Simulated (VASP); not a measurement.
Data:

```
CSi
1.0
    3.13374     0.00000     0.00000
   -1.56687     2.71390     0.00000
    0.00000     0.00000     4.95888
Si C
2 2
Cartesian
  0.00000   1.80927   1.23972
  1.56687   0.90463   3.71916
  0.00000   1.80927   3.71916
  1.56687   0.90463   1.23972
```

Calculation: r2SCAN meta-GGA, VASP's PBE PAW potentials (set 64) (plane waves; VASP). Settings: 520 eV cut-off, 7×7×4 Γ-centred mesh, Gaussian smearing of 0.050 eV, potentials Si C.

### Question
Predict the energy per atom (σ→0).

### Answer

* **energy per atom (σ→0)**: -9.173 eV/atom

Total energies compare only between runs with the same potentials, cut-off and functional.

The structure was generated: SiC was put into the h-BN type (P6_3/mmc), which need not be its known phase. It was relaxed first, which changed the volume by -46 %. The start is the result of an earlier pass.
